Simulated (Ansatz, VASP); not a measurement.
## Cross-check of C213N2 (N-V-N) between VASP and Ansatz

One calculation is typed for both programs; each brings its own data sets. How far apart do they land? The cell is taken from a series of runs on this material, whose earlier steps may have relaxed, scaled, displaced or heated it; both programs get it as it stands.

Calculated with Ansatz 0.2.0; plane waves, with VASP 6.6.1 beside it; single point at PBE.

## (1) The starting structure

The cell holds 215 atoms: 213 C and 2 N. Its edges and angles: a = 10.715 Å, b = 10.715 Å, c = 10.715 Å, α = 90.0°, β = 90.0°, γ = 90.0°. It derives from C (C (Fd-3m)). Nearest the centre at fractional (0.417, 0.417, 0.417): C106 at 1.58 Å, C105 at 1.58 Å, N214 at 1.69 Å, N215 at 1.69 Å, C102 at 2.42 Å, C86 at 2.42 Å, C103 at 2.52 Å, C109 at 2.52 Å.

## (2) Ansatz: single point, PBE

Ansatz runs on its default PAW (the set named soft_2) files.

A single point gives forces, pressure and levels at one fixed geometry, so differences don't come from the geometry; what else differs is listed under the comparison.

input.yaml reads:

```yaml
crystal:
  lattice:
    - [10.71468701, 0.0, 0.0]
    - [0.0, 10.71468701, 0.0]
    - [0.0, 0.0, 10.71468701]
  atoms:
    - { symbol: C, position: [1.647966e-05, -0.00028248099, -8.559555e-05] }
    - { symbol: C, position: [-0.00031736782, 0.16595906908, 0.16615355263] }
    - { symbol: C, position: [0.1666363916, -0.00083515415, 0.16652328184] }
    - { symbol: C, position: [0.16664071067, 0.16632329808, -0.00063719603] }
    - { symbol: C, position: [0.08337277188, 0.08279837353, 0.08299615201] }
    - { symbol: C, position: [0.08236473803, 0.2491189882, 0.24931409771] }
    - { symbol: C, position: [0.24956706092, 0.08239181197, 0.24950292177] }
    - { symbol: C, position: [0.24956983263, 0.24930558647, 0.08258947367] }
    - { symbol: C, position: [-0.00011804141, -0.00072560283, 0.33326930307] }
    - { symbol: C, position: [0.00048188836, 0.16678467477, 0.49970234707] }
    - { symbol: C, position: [0.16696401397, 0.00042936685, 0.49968191774] }
    - { symbol: C, position: [0.16500164329, 0.16526841657, 0.33269254112] }
    - { symbol: C, position: [0.08283953407, 0.0826581499, 0.41629188954] }
    - { symbol: C, position: [0.08449450421, 0.25076810839, 0.58258901535] }
    - { symbol: C, position: [0.25055406964, 0.08504928296, 0.58201799126] }
    - { symbol: C, position: [0.24930820938, 0.25029529824, 0.41197667468] }
    - { symbol: C, position: [0.0002090691, 0.00034619374, 0.66662388803] }
    - { symbol: C, position: [0.0002108312, 0.16672127893, 0.83300581678] }
    - { symbol: C, position: [0.16683670454, 0.00025874853, 0.83309659071] }
    - { symbol: C, position: [0.16728058877, 0.16754799989, 0.66580688775] }
    - { symbol: C, position: [0.08367376052, 0.08375102392, 0.74960093349] }
    - { symbol: C, position: [0.08353609295, 0.24986912447, 0.91613142563] }
    - { symbol: C, position: [0.25012508669, 0.0834160335, 0.91600897513] }
    - { symbol: C, position: [0.25055314004, 0.25133337589, 0.74831171509] }
    - { symbol: C, position: [-0.00011705053, 0.33307067108, -0.00053141392] }
    - { symbol: C, position: [0.00047649598, 0.49950747262, 0.16697930231] }
    - { symbol: C, position: [0.16500133899, 0.33249753222, 0.16546411341] }
    - { symbol: C, position: [0.16695816106, 0.49948492532, 0.00062420158] }
    - { symbol: C, position: [0.08283717862, 0.41609496869, 0.08285238074] }
    - { symbol: C, position: [0.08448607225, 0.58239037968, 0.25096830009] }
    - { symbol: C, position: [0.24930214765, 0.41178286397, 0.25049407192] }
    - { symbol: C, position: [0.25054457183, 0.58182137953, 0.08524580617] }
    - { symbol: C, position: [-2.396288e-05, 0.33294491138, 0.3331412242] }
    - { symbol: C, position: [-3.137393e-05, 0.50021115477, 0.50041586149] }
    - { symbol: C, position: [0.16809201024, 0.33518160644, 0.49818345516] }
    - { symbol: C, position: [0.16808572863, 0.49798107926, 0.33538435697] }
    - { symbol: C, position: [0.08314321085, 0.41657706022, 0.41678047269] }
    - { symbol: C, position: [0.0823543376, 0.58403954959, 0.58424470684] }
    - { symbol: C, position: [0.24930071729, 0.42138513568, 0.58307538076] }
    - { symbol: C, position: [0.24929454394, 0.58287147293, 0.42159123074] }
    - { symbol: C, position: [0.00047739842, 0.33364700441, 0.66657501073] }
    - { symbol: C, position: [-0.00012466355, 0.50007980174, 0.83408524051] }
    - { symbol: C, position: [0.16696161999, 0.33366825951, 0.83293098882] }
    - { symbol: C, position: [0.16499358702, 0.50066363214, 0.66809773961] }
    - { symbol: C, position: [0.08283268294, 0.41705921813, 0.75070541969] }
    - { symbol: C, position: [0.08352549288, 0.5832842037, 0.91742370872] }
    - { symbol: C, position: [0.25027147298, 0.41657795925, 0.91677712071] }
    - { symbol: C, position: [0.24956026864, 0.58385466359, 0.75096896305] }
    - { symbol: C, position: [0.00019955199, 0.66643028937, 0.0005430369] }
    - { symbol: C, position: [0.00020245982, 0.83281029243, 0.16692359656] }
    - { symbol: C, position: [0.16726915277, 0.66560877964, 0.16774706258] }
    - { symbol: C, position: [0.16682895702, 0.83289756561, 0.00045919249] }
    - { symbol: C, position: [0.08366222155, 0.7494048387, 0.08395109127] }
    - { symbol: C, position: [0.08353016057, 0.91593450604, 0.25007145242] }
    - { symbol: C, position: [0.25054314687, 0.74811128043, 0.25153490368] }
    - { symbol: C, position: [0.25011842272, 0.91580803388, 0.08361768706] }
    - { symbol: C, position: [0.00047244968, 0.66637573326, 0.33385042027] }
    - { symbol: C, position: [-0.00012225842, 0.83388664905, 0.50028009977] }
    - { symbol: C, position: [0.1649939261, 0.66789395748, 0.50086960859] }
    - { symbol: C, position: [0.1669569059, 0.83273210726, 0.33387117387] }
    - { symbol: C, position: [0.08283045388, 0.75050444979, 0.4172631282] }
    - { symbol: C, position: [0.08353224252, 0.91722663565, 0.58348167947] }
    - { symbol: C, position: [0.2495625838, 0.75076805708, 0.58405865442] }
[... 35 lines left out ...]
    - { symbol: C, position: [0.33396478034, 0.49675480681, 0.16967927375] }
    - { symbol: C, position: [0.49884402621, 0.33326385329, 0.16836081214] }
    - { symbol: C, position: [0.49992703244, 0.4995264003, 0.00070539047] }
    - { symbol: C, position: [0.41682112553, 0.41594249188, 0.08429316693] }
    - { symbol: C, position: [0.41655889907, 0.57615437967, 0.25720185092] }
    - { symbol: C, position: [0.58480288708, 0.41527044238, 0.25188280286] }
    - { symbol: C, position: [0.58345799957, 0.5822269416, 0.08453476598] }
    - { symbol: "N", position: [0.32501902715, 0.32546776574, 0.32566581043] }
    - { symbol: "N", position: [0.32501939154, 0.50769126345, 0.50789947981] }
    - { symbol: C, position: [0.51023782872, 0.33605786255, 0.49729998372] }
    - { symbol: C, position: [0.51024035593, 0.49711216578, 0.33625042627] }
    - { symbol: C, position: [0.41252574902, 0.58339777334, 0.5835946281] }
    - { symbol: C, position: [0.58479531011, 0.41788820289, 0.5816493096] }
    - { symbol: C, position: [0.58479642848, 0.58146415427, 0.41807876611] }
    - { symbol: C, position: [0.33396424424, 0.33639989272, 0.66388071714] }
    - { symbol: C, position: [0.333363534, 0.50015818567, 0.83352865854] }
    - { symbol: C, position: [0.49993142176, 0.33362783146, 0.83284587486] }
    - { symbol: C, position: [0.49883789863, 0.49989723584, 0.66518752525] }
    - { symbol: C, position: [0.41681793154, 0.41721679764, 0.74925769674] }
    - { symbol: C, position: [0.41674997474, 0.58299159611, 0.91729851833] }
    - { symbol: C, position: [0.58315499864, 0.41657518105, 0.91677365126] }
    - { symbol: C, position: [0.5826697567, 0.58342613414, 0.74942562588] }
    - { symbol: C, position: [0.33357177203, 0.6656259974, 0.00133205132] }
    - { symbol: C, position: [0.3335726253, 0.83202486008, 0.16772713775] }
    - { symbol: C, position: [0.5006829547, 0.66394009572, 0.16941452674] }
    - { symbol: C, position: [0.50008721304, 0.83256725921, 0.00078147219] }
    - { symbol: C, position: [0.41662946056, 0.74816506244, 0.08518840218] }
    - { symbol: C, position: [0.41675208973, 0.91605616454, 0.25035874204] }
    - { symbol: C, position: [0.58345642657, 0.74881935084, 0.25112399824] }
    - { symbol: C, position: [0.58323768088, 0.9162094184, 0.08366911622] }
    - { symbol: C, position: [0.33395907808, 0.66367869233, 0.33660188035] }
    - { symbol: C, position: [0.33336521483, 0.83332913207, 0.50036095096] }
    - { symbol: C, position: [0.49883686101, 0.66499064233, 0.50009219497] }
    - { symbol: C, position: [0.4999259816, 0.83265051346, 0.33382425466] }
    - { symbol: C, position: [0.41681497667, 0.74906090058, 0.41741606913] }
    - { symbol: C, position: [0.41675305095, 0.91709972361, 0.58319297847] }
    - { symbol: C, position: [0.5826679647, 0.74922826934, 0.58362497526] }
    - { symbol: C, position: [0.58315309424, 0.91657948316, 0.41677205007] }
    - { symbol: C, position: [0.33290943233, 0.66803713388, 0.66824153509] }
    - { symbol: C, position: [0.33339428042, 0.83364116358, 0.83384563226] }
    - { symbol: C, position: [0.49978239891, 0.66664317198, 0.83367823292] }
    - { symbol: C, position: [0.49978264761, 0.83347648351, 0.66684540118] }
    - { symbol: C, position: [0.41641189086, 0.75062513397, 0.75082976213] }
    - { symbol: C, position: [0.41652500406, 0.91657401662, 0.91677860736] }
    - { symbol: C, position: [0.58323460056, 0.7496752287, 0.91713787285] }
    - { symbol: C, position: [0.58323570513, 0.91693826443, 0.749874877] }
    - { symbol: C, position: [0.66652316615, -0.00023051057, -3.351673e-05] }
    - { symbol: C, position: [0.66664183594, 0.16644364866, 0.16663619776] }
    - { symbol: C, position: [0.83317548866, -0.00045144172, 0.16661955748] }
    - { symbol: C, position: [0.83317725194, 0.16642251338, -0.00025775086] }
    - { symbol: C, position: [0.74981838189, 0.08301556462, 0.08321074904] }
    - { symbol: C, position: [0.75119099234, 0.24937650861, 0.2495661716] }
    - { symbol: C, position: [0.91673993556, 0.08261195453, 0.24973512853] }
    - { symbol: C, position: [0.91674076401, 0.24953894475, 0.08280371924] }
    - { symbol: C, position: [0.66628309759, 9.520153e-05, 0.33336873809] }
    - { symbol: C, position: [0.66797137401, 0.1665070869, 0.49949370485] }
    - { symbol: C, position: [0.83341707207, -7.517352e-05, 0.49993839832] }
    - { symbol: C, position: [0.83398336745, 0.16606074855, 0.33303159218] }
    - { symbol: C, position: [0.75040076956, 0.08315595596, 0.41640733037] }
    - { symbol: C, position: [0.75056426097, 0.25020870572, 0.5831366] }
    - { symbol: C, position: [0.91690739119, 0.08353035903, 0.58329566745] }
    - { symbol: C, position: [0.91706410935, 0.24975295952, 0.41654973464] }
    - { symbol: C, position: [0.66655181518, 0.00040080395, 0.66650992718] }
    - { symbol: C, position: [0.66655482775, 0.16683378248, 0.83294702273] }
    - { symbol: C, position: [0.83330885385, 3.384536e-05, 0.83330942033] }
    - { symbol: C, position: [0.8336694396, 0.16674873121, 0.66659662078] }
    - { symbol: C, position: [0.74995334613, 0.08352676751, 0.74981759086] }
    - { symbol: C, position: [0.74973228938, 0.24992139146, 0.9166013335] }
    - { symbol: C, position: [0.9166857197, 0.0832239028, 0.9164725452] }
    - { symbol: C, position: [0.91690700081, 0.25004873886, 0.74982283702] }
    - { symbol: C, position: [0.66628307769, 0.33317471714, 0.00028910123] }
    - { symbol: C, position: [0.66796881797, 0.49930328439, 0.16670102384] }
    - { symbol: C, position: [0.83398238969, 0.33283928714, 0.16625170524] }
    - { symbol: C, position: [0.8334139689, 0.49974381118, 0.00011867498] }
    - { symbol: C, position: [0.75039968025, 0.4162144401, 0.08334690383] }
    - { symbol: C, position: [0.75056101271, 0.58294614149, 0.25040383517] }
    - { symbol: C, position: [0.91706243135, 0.41635551625, 0.2499464358] }
    - { symbol: C, position: [0.91690019815, 0.58310188685, 0.08372530757] }
    - { symbol: C, position: [0.66947430698, 0.33231881497, 0.3325081113] }
    - { symbol: C, position: [0.66946905934, 0.50083853386, 0.50103085077] }
    - { symbol: C, position: [0.8342103174, 0.33328882393, 0.50005963271] }
    - { symbol: C, position: [0.83420850845, 0.49986575678, 0.33348470254] }
    - { symbol: C, position: [0.75143310744, 0.41657830446, 0.41676884247] }
    - { symbol: C, position: [0.75118095184, 0.58377624677, 0.5839720706] }
    - { symbol: C, position: [0.9170580343, 0.4167973739, 0.58360373012] }
    - { symbol: C, position: [0.91705664874, 0.58340441609, 0.41699873401] }
    - { symbol: C, position: [0.66796977557, 0.33385006271, 0.66684279386] }
    - { symbol: C, position: [0.66627974329, 0.49997298091, 0.83325670619] }
    - { symbol: C, position: [0.83341750559, 0.33340316012, 0.83342845052] }
    - { symbol: C, position: [0.83397515727, 0.5003108981, 0.66729343882] }
    - { symbol: C, position: [0.75039678049, 0.4169342338, 0.75019663022] }
    - { symbol: C, position: [0.74972571266, 0.58322510558, 0.91694239076] }
    - { symbol: C, position: [0.91652913729, 0.41657411537, 0.91677544293] }
    - { symbol: C, position: [0.91672984956, 0.58361203354, 0.75074355173] }
    - { symbol: C, position: [0.66654908812, 0.66631467989, 0.0005976101] }
    - { symbol: C, position: [0.66655054662, 0.8327521414, 0.16703125181] }
    - { symbol: C, position: [0.83366258663, 0.66640388159, 0.16694713597] }
    - { symbol: C, position: [0.83330551486, 0.83311671421, 0.00022986829] }
    - { symbol: C, position: [0.74994961522, 0.74962428157, 0.083724199] }
    - { symbol: C, position: [0.74972960384, 0.91640791653, 0.25012020324] }
    - { symbol: C, position: [0.91689978932, 0.74962747592, 0.25025120552] }
    - { symbol: C, position: [0.91668224088, 0.9162783883, 0.08342289081] }
    - { symbol: C, position: [0.66796591373, 0.66665144029, 0.33404709625] }
    - { symbol: C, position: [0.66627752474, 0.83306176711, 0.50017085493] }
    - { symbol: C, position: [0.83397435926, 0.66709562236, 0.50051120819] }
    - { symbol: C, position: [0.83341385771, 0.83323364408, 0.33360383226] }
    - { symbol: C, position: [0.75039421282, 0.75000288878, 0.4171336283] }
    - { symbol: C, position: [0.74972653542, 0.91674779042, 0.58342120139] }
    - { symbol: C, position: [0.91673082714, 0.75054577447, 0.58381115814] }
    - { symbol: C, position: [0.91652882496, 0.91658043319, 0.41677365385] }
    - { symbol: C, position: [0.66663208871, 0.66670650724, 0.66690372961] }
    - { symbol: C, position: [0.6665185062, 0.83337636685, 0.83357386118] }
    - { symbol: C, position: [0.83316714082, 0.66672585323, 0.83380016818] }
    - { symbol: C, position: [0.83316919142, 0.83360474781, 0.6669206689] }
    - { symbol: C, position: [0.74980896105, 0.75013261231, 0.75032826648] }
    - { symbol: C, position: [0.74989623807, 0.91657374308, 0.9167692732] }
    - { symbol: C, position: [0.91667723153, 0.74992758733, 0.91707118831] }
    - { symbol: C, position: [0.9166813361, 0.91687615215, 0.75012029522] }
  host:
    repeats: [3, 3, 3]
    atoms:
      - { symbol: C, position: [0.0, 0.0, 0.0] }
      - { symbol: C, position: [0.0, 0.5, 0.5] }
      # ... 6 more atoms of the perfect host
basis:
  ecutwfc: 420
  xc_grid: 2
hamiltonian:
  xc: pbe
kpoints:
  mp_grid: { grid: [1, 1, 1] }
magnetization:
  spin_polarized: true
  initial_magnetization: 0
  spin_locking: { lock_magnetization: hard }
scf:
  occupations: { method: fermi_dirac, width: 0.01 }
  max_iter: 100
  n_extra_bands: 16
  lower_state_search: "off"
output:
  forces: true
checkpoint:
  read: "../exc.ground.q0.run"
  write: "../exc0_q0.ground.lm0.4.run"
  compress: false
  write_wavefunctions: false
  write_every: 100000
```

Run with:

```console
$ ansatz run input.yaml --threads 12 --pin off --max-ram 56524MiB --backend cuda --events-out ev --progress --plain --runs-dir out
```

Log:

```text
Warning: the atoms were moved onto the symmetric positions of the space group found under crystal.symmetry.tolerance 1.0e-5 (fractional; no operation is sought that the atoms, as they stand in a round [...]
Warning: at least one further symmetry operation maps every atom of the structure, as the run holds it, onto an atom to within 2.30e-5 (fractional), and is not used: no operation is sought that the at [...]
Warning: checkpoint.read: the run can stay near the saved state's solution: 215 site(s) moved relative to the saved geometry (max |Δs| = 2.887e-3 fractional); the SCF starts from the saved state under [...]
[...]
SCF 1 converged in 6 iterations: F = -54182.865054 eV  dr2 = 7.44e-8
[...]
SCF converged after 6 iterations
[...]
```

(Continued in part 2 of 2.)

[Lines on the potential files, build, host, timing and source positions are cut from VASP's logs without a mark.]

[Logs are printed without paths, hosts, clocks, repeated set-up lines and the standing remarks that a program may print on its own settings, such as how far it seeks lower states.]

[Hosts, paths, dates, database ids (printed as entryN), source tags and the programs' standing remarks are cut or masked in the printed files.]
